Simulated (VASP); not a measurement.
# I on the Zr site in a supercell of ZrS, part 4 of 5

Wanted: what I on the Zr site costs in ZrS and how the lattice relaxes round it. The start is a cell from a database of measured crystal structures.

VASP 6.6.1, plane waves and PAW; the level of theory is named at each step.

So far. Step 6 (Relaxing the atoms): The run ended after 2 ionic steps, 0.036 eV below its first step, once the forces on the free atoms met EDIFFG = -0.03. Step 6 (Relaxing the atoms): Energy at zero smearing: -34.81027 eV.

The database entry behind the starting cell differs from later determinations by our own check (an axis about 1.9 % long against later determinations), so it need not match the best structure at ambient conditions.

## Step 7: Relaxing the defect

This step: PBEsol; plane waves and PAW (I, Zr_sv, S) (VASP 6.6.1).

System of this step: Zr11S12I. The cell holds 24 atoms: 1 I, 11 Zr and 12 S. Its edges and angles: a = 7.311 Å, b = 7.311 Å, c = 10.967 Å, α = 60.0°, β = 60.0°, γ = 60.0°. It derives from ZrS. Nearest the centre at fractional (0.000, 0.000, 0.000): I1 at 0.00 Å, S15 at 2.58 Å, S22 at 2.58 Å, S16 at 2.58 Å, S19 at 2.58 Å, S21 at 2.58 Å, S18 at 2.58 Å, Zr2 at 3.66 Å.

The host is treated as a metal, since its gap is under 0.3 eV or closed. The run keeps 4 symmetry operations, which cuts the number of k-points but bars distortions that break them. The atoms relax at the host's fixed cell.

INCAR

```
SYSTEM = Zr11S12I
PREC = Normal
ENCUT = 300
EDIFF = 1E-05
NELM = 120
ISMEAR = 1
SIGMA = 0.2
LREAL = Auto
ALGO = Fast
GGA = PS
NBANDS = 130
LORBIT = 11
LWAVE = .FALSE.
LCHARG = .TRUE.
KPAR = 4
IBRION = 2
NSW = 50
ISIF = 2
EDIFFG = -0.03
POTIM = 0.4
MAXMIX = 40
ISYM = 2
```

POSCAR

```
Zr11S12I
1.0
    0.0000000000      5.1699595546      5.1699595546
    5.1699595546      0.0000000000      5.1699595546
    7.7549393319      7.7549393319      0.0000000000
I Zr S
1 11 12
Direct
    0.0000000000      0.0000000000      0.0000000000
    0.0000000000      0.0000000000      0.3333333300
    0.0000000000      0.0000000000      0.6666666700
    0.0000000000      0.5000000000      0.0000000000
    0.0000000000      0.5000000000      0.3333333300
    0.0000000000      0.5000000000      0.6666666700
    0.5000000000      0.0000000000      0.0000000000
    0.5000000000      0.0000000000      0.3333333300
    0.5000000000      0.0000000000      0.6666666700
    0.5000000000      0.5000000000      0.0000000000
    0.5000000000      0.5000000000      0.3333333300
    0.5000000000      0.5000000000      0.6666666700
    0.2500000000      0.2500000000      0.1666666700
    0.2500000000      0.2500000000      0.5000000000
    0.2500000000      0.2500000000      0.8333333300
    0.2500000000      0.7500000000      0.1666666700
    0.2500000000      0.7500000000      0.5000000000
    0.2500000000      0.7500000000      0.8333333300
    0.7500000000      0.2500000000      0.1666666700
    0.7500000000      0.2500000000      0.5000000000
    0.7500000000      0.2500000000      0.8333333300
    0.7500000000      0.7500000000      0.1666666700
    0.7500000000      0.7500000000      0.5000000000
    0.7500000000      0.7500000000      0.8333333300
```

KPOINTS

```
Automatic mesh
0
Gamma
4 4 3
0 0 0
```

PAW data sets: I, Zr_sv and S (PBE family, release 64).

Run with:

```sh
$ mpirun -np 4 vasp_std
```

What it wrote:

```text
[banner, memory and clock lines left out]
running    4 mpi-ranks, on    1 nodes
 distrk:  each k-point on    1 cores,    4 groups
 distr:  one band on    1 cores,    1 groups

 POSCAR found type information on POSCAR I ZrS
 POSCAR found :  3 types and      24 ions
 [... a notice as in an earlier step ...]

 LDA part: xc-table for (Slater+PW92), standard interpolation
 [... a notice as in an earlier step ...]

 POSCAR, INCAR and KPOINTS ok, starting setup
 FFT: planning ... GRIDC
 FFT: planning ... GRID_SOFT
 FFT: planning ... GRID
 WAVECAR not read
 entering main loop
       N       E                     dE             d eps       ncg     rms          rms(c)
DAV:   1     0.146206821910E+04    0.14621E+04   -0.78803E+04  4484   0.105E+03
DAV:   2    -0.420825802362E+02   -0.15042E+04   -0.14593E+04  5294   0.347E+02
DAV:   3    -0.180359991880E+03   -0.13828E+03   -0.13540E+03  6208   0.850E+01
DAV:   4    -0.193345915840E+03   -0.12986E+02   -0.12907E+02  6872   0.228E+01
DAV:   5    -0.194239294513E+03   -0.89338E+00   -0.89187E+00  6176   0.499E+00    0.603E+01
RMM:   6    -0.183353989246E+03    0.10885E+02   -0.30710E+01  4866   0.115E+01    0.287E+01
RMM:   7    -0.183740876363E+03   -0.38689E+00   -0.18927E+01  5526   0.727E+00    0.984E+00
RMM:   8    -0.183558561995E+03    0.18231E+00   -0.37153E+00  6126   0.368E+00    0.526E+00
RMM:   9    -0.183414290656E+03    0.14427E+00   -0.15523E+00  5686   0.268E+00    0.140E+00
RMM:  10    -0.183409513439E+03    0.47772E-02   -0.46723E-01  6544   0.126E+00    0.156E+00
RMM:  11    -0.183413473029E+03   -0.39596E-02   -0.20013E-01  6726   0.665E-01    0.814E-01
RMM:  12    -0.183419911416E+03   -0.64384E-02   -0.70051E-02  7177   0.450E-01    0.628E-01
RMM:  13    -0.183422204226E+03   -0.22928E-02   -0.44671E-02  7080   0.350E-01    0.217E-01
WARNING in EDDRMM: call to ZHEGV failed, returncode =   8  4     58
RMM:  14    -0.183422605306E+03   -0.40108E-03   -0.18400E-02  7159   0.249E-01    0.588E-02
RMM:  15    -0.183423610915E+03   -0.10056E-02   -0.10496E-02  7929   0.144E-01    0.677E-02
WARNING in EDDRMM: call to ZHEGV failed, returncode =   6  3     42
RMM:  16    -0.183423981532E+03   -0.37062E-03   -0.38037E-03  7475   0.877E-02    0.870E-02
WARNING in EDDRMM: call to ZHEGV failed, returncode =   6  3     31
RMM:  17    -0.183424157480E+03   -0.17595E-03   -0.17274E-03  7281   0.582E-02    0.108E-01
RMM:  18    -0.183424254602E+03   -0.97122E-04   -0.87722E-04  7206   0.407E-02    0.125E-01
RMM:  19    -0.183424279125E+03   -0.24523E-04   -0.40544E-04  6330   0.280E-02    0.117E-01
RMM:  20    -0.183424267220E+03    0.11905E-04   -0.19006E-04  6043   0.228E-02    0.910E-02
WARNING in EDDRMM: call to ZHEGV failed, returncode =   8  4     20
RMM:  21    -0.183424266430E+03    0.78959E-06   -0.10122E-04  4367   0.156E-02    0.763E-02
RMM:  22    -0.183424264414E+03    0.20165E-05   -0.66851E-05  4389   0.141E-02
   1 F= -.18342426E+03 E0= -.18342172E+03  d E =-.183424E+03
 curvature:   0.00 expect dE= 0.000E+00 dE for cont linesearch  0.000E+00
 trial: gam= 0.00000 g(F)=  0.956E+00 g(S)=  0.000E+00 ort = 0.000E+00 (trialstep = 0.100E+01)
 search vector abs. value=  0.956E+00
 bond charge predicted
       N       E                     dE             d eps       ncg     rms          rms(c)
DAV:   1    -0.184116305642E+03   -0.69204E+00   -0.43952E+01  4848   0.160E+01    0.746E+00
RMM:   2    -0.187291714953E+03   -0.31754E+01   -0.14401E+01  5203   0.914E+00    0.228E+01
RMM:   3    -0.185527772788E+03    0.17639E+01   -0.16449E+00  4988   0.390E+00    0.156E+01
RMM:   4    -0.185119230563E+03    0.40854E+00   -0.56969E-01  5674   0.172E+00    0.125E+01
RMM:   5    -0.184465849193E+03    0.65338E+00   -0.87155E-01  5699   0.249E+00    0.541E+00
RMM:   6    -0.184399634513E+03    0.66215E-01   -0.27432E-01  5794   0.101E+00    0.502E+00
RMM:   7    -0.184391025765E+03    0.86087E-02   -0.65978E-02  6697   0.440E-01    0.479E+00
RMM:   8    -0.184405395463E+03   -0.14370E-01   -0.99097E-03  6390   0.178E-01    0.491E+00
RMM:   9    -0.184359315504E+03    0.46080E-01   -0.25908E-02  6592   0.428E-01    0.370E+00
RMM:  10    -0.184328153338E+03    0.31162E-01   -0.34170E-02  6800   0.416E-01    0.240E+00
RMM:  11    -0.184307845586E+03    0.20308E-01   -0.36174E-02  6822   0.387E-01    0.122E+00
WARNING in EDDRMM: call to ZHEGV failed, returncode =   8  4     64
RMM:  12    -0.184304209564E+03    0.36360E-02   -0.13842E-02  6925   0.197E-01    0.789E-01
RMM:  13    -0.184301619755E+03    0.25898E-02   -0.74291E-03  6842   0.167E-01    0.412E-01
RMM:  14    -0.184301702612E+03   -0.82857E-04   -0.28756E-03  7284   0.829E-02    0.383E-01
RMM:  15    -0.184301310736E+03    0.39188E-03   -0.13986E-03  7010   0.611E-02    0.265E-01
RMM:  16    -0.184301561396E+03   -0.25066E-03   -0.47943E-04  6690   0.477E-02    0.344E-01
RMM:  17    -0.184301576452E+03   -0.15056E-04   -0.27278E-04  6014   0.250E-02    0.330E-01
WARNING in EDDRMM: call to ZHEGV failed, returncode =   8  4     68
WARNING in EDDRMM: call to ZHEGV failed, returncode =   6  3     56
RMM:  18    -0.184301446733E+03    0.12972E-03   -0.17225E-04  5550   0.206E-02    0.288E-01
WARNING in EDDRMM: call to ZHEGV failed, returncode =   8  4     51
WARNING in EDDRMM: call to ZHEGV failed, returncode =   8  4     62
RMM:  19    -0.184301288955E+03    0.15778E-03   -0.21486E-04  5965   0.306E-02    0.219E-01
RMM:  20    -0.184301274361E+03    0.14595E-04   -0.79260E-05  4909   0.170E-02    0.199E-01
RMM:  21    -0.184301143450E+03    0.13091E-03   -0.50417E-04  7062   0.513E-02    0.742E-02
RMM:  22    -0.184301146859E+03   -0.34091E-05   -0.12574E-04  5091   0.206E-02    0.299E-02
RMM:  23    -0.184301149705E+03   -0.28452E-05   -0.20775E-05  3855   0.122E-02
   2 F= -.18430115E+03 E0= -.18429993E+03  d E =-.876885E+00
[...]
WARNING in EDDRMM: call to ZHEGV failed, returncode =   8  4     22
[...]
WARNING in EDDRMM: call to ZHEGV failed, returncode =   6  3     72
[...]
WARNING in EDDRMM: call to ZHEGV failed, returncode =   6  3     61
[... from here on, the cycles between the ionic steps are left out ...]
   3 F= -.18508516E+03 E0= -.18508179E+03  d E =-.166090E+01
[...]
WARNING in EDDRMM: call to ZHEGV failed, returncode =   6  3     58
WARNING in EDDRMM: call to ZHEGV failed, returncode =   6  3     47
   4 F= -.18576436E+03 E0= -.18576792E+03  d E =-.679201E+00
[...]
WARNING in EDDRMM: call to ZHEGV failed, returncode =   6  3     17
   5 F= -.18617300E+03 E0= -.18617593E+03  d E =-.108784E+01
[...]
WARNING in EDDRMM: call to ZHEGV failed, returncode =   6  3     92
[...]
8 F= -.18640910E+03 E0= -.18641276E+03  d E =-.142546E+00
   9 F= -.18640922E+03 E0= -.18641285E+03  d E =-.142660E+00
[...]
WARNING in EDDRMM: call to ZHEGV failed, returncode =   6  3     79
  10 F= -.18657898E+03 E0= -.18658147E+03  d E =-.169761E+00
[...]
WARNING in EDDRMM: call to ZHEGV failed, returncode =   6  3     68
WARNING in EDDRMM: call to ZHEGV failed, returncode =   8  4     70
WARNING in EDDRMM: call to ZHEGV failed, returncode =   6  3     86
[...]
WARNING in EDDRMM: call to ZHEGV failed, returncode =   8  4     30
[...]
WARNING in EDDRMM: call to ZHEGV failed, returncode =   8  4     33
WARNING in EDDRMM: call to ZHEGV failed, returncode =   8  4     35
  11 F= -.18692595E+03 E0= -.18692503E+03  d E =-.516733E+00
[...]
WARNING in EDDRMM: call to ZHEGV failed, returncode =   6  3     57
[...]
WARNING in EDDRMM: call to ZHEGV failed, returncode =   8  4     40
[...]
WARNING in EDDRMM: call to ZHEGV failed, returncode =   6  3     72
[...]
WARNING in EDDRMM: call to ZHEGV failed, returncode =   8  4     42
[...]
WARNING in EDDRMM: call to ZHEGV failed, returncode =   8  4     41
WARNING in EDDRMM: call to ZHEGV failed, returncode =   8  4     14
WARNING in EDDRMM: call to ZHEGV failed, returncode =   8  4     38
[...]
WARNING in EDDRMM: call to ZHEGV failed, returncode =   8  4     32
  12 F= -.18533461E+03 E0= -.18533417E+03  d E =0.107460E+01
[...]
WARNING in EDDRMM: call to ZHEGV failed, returncode =   6  3     40
[...]
WARNING in EDDRMM: call to ZHEGV failed, returncode =   6  3     95
[...]
WARNING in EDDRMM: call to ZHEGV failed, returncode =   6  3     43
WARNING in EDDRMM: call to ZHEGV failed, returncode =   8  4     36
[...]
WARNING in EDDRMM: call to ZHEGV failed, returncode =   8  4     40
[...]
WARNING in EDDRMM: call to ZHEGV failed, returncode =   6  3     87
  13 F= -.18694706E+03 E0= -.18694636E+03  d E =-.537842E+00
[...]
WARNING in EDDRMM: call to ZHEGV failed, returncode =   6  3     93
  14 F= -.18705913E+03 E0= -.18705867E+03  d E =-.112076E+00
[...]
WARNING in EDDRMM: call to ZHEGV failed, returncode =   8  4     80
WARNING in EDDRMM: call to ZHEGV failed, returncode =   6  3     89
[...]
WARNING in EDDRMM: call to ZHEGV failed, returncode =   8  4     78
  15 F= -.18710934E+03 E0= -.18710996E+03  d E =-.162280E+00
[...]
WARNING in EDDRMM: call to ZHEGV failed, returncode =   6  3     52
[...]
WARNING in EDDRMM: call to ZHEGV failed, returncode =   8  4     33
  16 F= -.18716355E+03 E0= -.18716380E+03  d E =-.542104E-01
  17 F= -.18719668E+03 E0= -.18719629E+03  d E =-.873441E-01
[...]
WARNING in EDDRMM: call to ZHEGV failed, returncode =   6  3     56
  18 F= -.18722371E+03 E0= -.18722298E+03  d E =-.270255E-01
[...]
WARNING in EDDRMM: call to ZHEGV failed, returncode =   6  3     28
  19 F= -.18724562E+03 E0= -.18724428E+03  d E =-.489354E-01
[...]
WARNING in EDDRMM: call to ZHEGV failed, returncode =   8  4     53
[...]
WARNING in EDDRMM: call to ZHEGV failed, returncode =   8  4     32
  20 F= -.18727011E+03 E0= -.18726858E+03  d E =-.244967E-01
[...]
WARNING in EDDRMM: call to ZHEGV failed, returncode =   6  3     53
[...]
WARNING in EDDRMM: call to ZHEGV failed, returncode =   8  4     26
  21 F= -.18728856E+03 E0= -.18728704E+03  d E =-.429456E-01
[...]
WARNING in EDDRMM: call to ZHEGV failed, returncode =   6  3     64
  22 F= -.18730416E+03 E0= -.18730257E+03  d E =-.155968E-01
[...]
WARNING in EDDRMM: call to ZHEGV failed, returncode =   8  4     79
[...]
WARNING in EDDRMM: call to ZHEGV failed, returncode =   8  4     23
[...]
WARNING in EDDRMM: call to ZHEGV failed, returncode =   6  3     34
[...]
WARNING in EDDRMM: call to ZHEGV failed, returncode =   8  4     25
[...]
WARNING in EDDRMM: call to ZHEGV failed, returncode =   6  3     28
  23 F= -.18733547E+03 E0= -.18733332E+03  d E =-.469090E-01
[...]
WARNING in EDDRMM: call to ZHEGV failed, returncode =   8  4     18
[...]
WARNING in EDDRMM: call to ZHEGV failed, returncode =   8  4     31
[...]
WARNING in EDDRMM: call to ZHEGV failed, returncode =   6  3     32
WARNING in EDDRMM: call to ZHEGV failed, returncode =   8  4     57
  24 F= -.18725933E+03 E0= -.18725540E+03  d E =0.292323E-01
  25 F= -.18733820E+03 E0= -.18733578E+03  d E =-.496414E-01
[...]
WARNING in EDDRMM: call to ZHEGV failed, returncode =   8  4     77
[...]
WARNING in EDDRMM: call to ZHEGV failed, returncode =   6  3    103
  26 F= -.18738498E+03 E0= -.18738148E+03  d E =-.467771E-01
[...]
WARNING in EDDRMM: call to ZHEGV failed, returncode =   8  4     34
  27 F= -.18743191E+03 E0= -.18742733E+03  d E =-.937076E-01
[...]
WARNING in EDDRMM: call to ZHEGV failed, returncode =   6  3     51
[...]
WARNING in EDDRMM: call to ZHEGV failed, returncode =   8  4     22
  28 F= -.18748526E+03 E0= -.18748100E+03  d E =-.533497E-01
[...]
WARNING in EDDRMM: call to ZHEGV failed, returncode =   6  3     32
WARNING in EDDRMM: call to ZHEGV failed, returncode =   6  3     42
  29 F= -.18752646E+03 E0= -.18752373E+03  d E =-.945434E-01
[...]
WARNING in EDDRMM: call to ZHEGV failed, returncode =   8  4     81
  30 F= -.18754467E+03 E0= -.18754175E+03  d E =-.182115E-01
[...]
WARNING in EDDRMM: call to ZHEGV failed, returncode =   8  4     83
[...]
WARNING in EDDRMM: call to ZHEGV failed, returncode =   8  4     37
  31 F= -.18755098E+03 E0= -.18754789E+03  d E =-.245241E-01
  32 F= -.18756356E+03 E0= -.18756072E+03  d E =-.125803E-01
[...]
WARNING in EDDRMM: call to ZHEGV failed, returncode =   8  4    103
[...]
WARNING in EDDRMM: call to ZHEGV failed, returncode =   6  3     44
  33 F= -.18756543E+03 E0= -.18756268E+03  d E =-.144483E-01
[...]
WARNING in EDDRMM: call to ZHEGV failed, returncode =   6  3    108
  34 F= -.18756858E+03 E0= -.18756579E+03  d E =-.315089E-02
  35 F= -.18756875E+03 E0= -.18756594E+03  d E =-.332017E-02
[...]
WARNING in EDDRMM: call to ZHEGV failed, returncode =   8  4     51
WARNING in EDDRMM: call to ZHEGV failed, returncode =   6  3     63
  36 F= -.18756955E+03 E0= -.18756674E+03  d E =-.800267E-03
  37 F= -.18756989E+03 E0= -.18756707E+03  d E =-.114224E-02
 curvature:  -2.20 expect dE=-0.112E-02 dE for cont linesearch -0.610E-06
 trial: gam= 0.83102 g(F)=  0.510E-03 g(S)=  0.000E+00 ort =-0.151E-04 (trialstep = 0.152E+01)
 search vector abs. value=  0.106E-02
 bond charge predicted
       N       E                     dE             d eps       ncg     rms          rms(c)
DAV:   1    -0.187569727249E+03    0.16114E-03   -0.23138E-01  4696   0.154E+00    0.188E-01
RMM:   2    -0.187570462123E+03   -0.73487E-03   -0.78368E-03  4693   0.261E-01    0.134E-01
RMM:   3    -0.187570362129E+03    0.99993E-04   -0.11599E-03  5656   0.919E-02    0.738E-02
RMM:   4    -0.187570364500E+03   -0.23711E-05   -0.33879E-04  6445   0.378E-02    0.568E-02
RMM:   5    -0.187570374624E+03   -0.10123E-04   -0.12172E-04  5512   0.190E-02    0.557E-02
RMM:   6    -0.187570375183E+03   -0.55900E-06   -0.27700E-05  3805   0.113E-02
  38 F= -.18757038E+03 E0= -.18756744E+03  d E =-.484337E-03
 trial-energy change:   -0.000484  1 .order   -0.000491   -0.000758   -0.000224
 step:   2.1627(harm=  2.1627)  dis= 0.00493  next Energy=  -187.570429 (dE=-0.538E-03)
 reached required accuracy - stopping structural energy minimisation
```

Run time: 26 min. Hardware: 4 MPI ranks of Intel Xeon 6975P-C (Granite Rapids), shared host; peak memory 1.7 GiB; 1.7 h of CPU time.

Parts of OUTCAR (step 7):

```text
   k-points           NKPTS =     17   k-points in BZ     NKDIM =     17   number of bands    NBANDS=    130

   NELECT =     211.0000    total number of electrons

 E-fermi :  10.9117

 k-point     1 :       0.0000    0.0000    0.0000
  band No.  band energies     occupation
    ...
    102      10.0353      2.00000
    103      10.3733      2.00094
    104      10.4486      2.00508
    105      10.5450      2.02636
    106      10.9657      0.56094
    107      11.0098      0.27021
    108      11.1740     -0.06885
    109      11.3390     -0.01003
    110      11.3448     -0.00902
    111      11.4155     -0.00212
    ...

  Total       18.7638956     18.7638956     13.4409942     -0.8537304      0.2585069      0.2585069
  in kB       72.5188482     72.5188482     51.9468580     -3.2995039      0.9990795      0.9990795
  external PRESSURE =      65.6615182 kB  Pullay stress =       0.0000000 kB

 POSITION                                       TOTAL-FORCE (eV/Angst)
 -----------------------------------------------------------------------------------
      0.00000      0.00000      0.00000        -0.000000      0.000000      0.000000
      2.28443      2.28443      0.09714        -0.007689     -0.007689     -0.006562
     10.64047     10.64047     10.24278         0.007689      0.007689      0.006562
      2.58498      0.00000      2.58498        -0.000000      0.000000      0.000000
      5.31628      7.58040      7.84042        -0.004411      0.005407      0.005052
      7.60862      5.34450      2.49950         0.004411     -0.005407     -0.005052
      0.00000      2.58498      2.58498        -0.000000      0.000000     -0.000000
      7.58040      5.31628      7.84042         0.005407     -0.004411      0.005052
      5.34450      7.60862      2.49950        -0.005407      0.004411     -0.005052
      2.58498      2.58498      5.16996        -0.000000      0.000000      0.000000
      5.44775      5.44775      4.79310         0.001601      0.001601     -0.010289
      7.47715      7.47715      5.54682        -0.001601     -0.001601      0.010289
      2.64973      2.64973      2.58957        -0.008738     -0.008738      0.009745
      5.04325      5.04325      2.34727         0.002874      0.002874     -0.017139
      7.79651      7.79651      3.03038        -0.001313     -0.001313      0.005756
      5.09953      2.99525      5.15486        -0.011345      0.003496     -0.009263
      7.93938      4.98551      5.16996         0.007677     -0.007677      0.000000
      9.92965      7.82537      5.18506        -0.003496      0.011345      0.009263
      2.99525      5.09953      5.15486         0.003496     -0.011345     -0.009263
      4.98551      7.93938      5.16996        -0.007677      0.007677      0.000000
      7.82537      9.92965      5.18506         0.011345     -0.003496      0.009263
      5.12839      5.12839      7.30954         0.001313      0.001313     -0.005756
      7.88165      7.88165      7.99265        -0.002874     -0.002874      0.017139
     10.27517     10.27517      7.75035         0.008738      0.008738     -0.009745
 -----------------------------------------------------------------------------------
    total drift:                                0.000000      0.000000     -0.000000

  FREE ENERGIE OF THE ION-ELECTRON SYSTEM (eV)
  ---------------------------------------------------
  free  energy   TOTEN  =      -187.5703751825 eV

  energy  without entropy=     -187.5615662779  energy(sigma->0) =     -187.56743888

[... 7 parts as in an earlier step ...]

[... 10 further parts left out ...]
```

CONTCAR:

```
Zr11S12I
   1.00000000000000
     0.0000000000000000    5.1699595546000001    5.1699595546000001
     5.1699595546000001    0.0000000000000000    5.1699595546000001
     7.7549393319000002    7.7549393319000002    0.0000000000000000
  I               Zr              S
     1    11    12
Direct
     0.0000000000000000    0.0000000000000000    0.0000000000000000
     0.0093949326200194    0.0093949326200194    0.2883137158169379
     0.9906050673799804    0.9906050673799804    0.7116862841830619
     0.0000000000000000    0.5000000000000000    0.0000000000000000
     0.9772360113981579    0.5392986604150670    0.3260019688244562
     0.0227639886018421    0.4607013395849329    0.6739980311755440
     0.5000000000000000    0.0000000000000000    0.0000000000000000
     0.5392986604150670    0.9772360113981579    0.3260019688244562
     0.4607013395849329    0.0227639886018421    0.6739980311755440
     0.5000000000000000    0.5000000000000000    0.0000000000000000
     0.4635532071564737    0.4635532071564737    0.3934519485883689
     0.5364467928435264    0.5364467928435264    0.6065480514116312
     0.2504435880905895    0.2504435880905895    0.1747202854063422
     0.2270107033634336    0.2270107033634336    0.4989873059814602
     0.2930753577332632    0.2930753577332632    0.8099770286396952
     0.2950295665395192    0.7020494682782119    0.1895516840228092
     0.2143237039889206    0.7856762960110794    0.5000000000000000
     0.2979505317217881    0.7049704334604808    0.8104483159771906
     0.7020494682782119    0.2950295665395191    0.1895516840228092
     0.7856762960110794    0.2143237039889206    0.5000000000000000
     0.7049704334604808    0.2979505317217880    0.8104483159771906
     0.7069246422667369    0.7069246422667369    0.1900229713603048
     0.7729892966365663    0.7729892966365663    0.5010126940185395
     0.7495564119094104    0.7495564119094104    0.8252797145936580
```

This run has no spin polarisation. Its electron count is odd, so without a moment it is a metal by construction. The run keeps the 4 symmetry operations of its start, so it cannot find a distortion of lower symmetry.

[end of part 4 of 5]

[Lines on the potential files, build, host, timing and source positions are cut from VASP's logs without a mark.]

[Logs are printed without paths, hosts, clocks, repeated set-up lines and the standing remarks that a program may print on its own settings, such as how far it seeks lower states.]

[Hosts, paths, dates, database ids (printed as entryN), source tags and the programs' standing remarks are cut or masked in the printed files.]

[In band tables of VASP the shares of atoms and orbitals are scaled to a sum of 1 inside the atoms' spheres.]

[Runs that stopped without an error message from VASP are left out.]
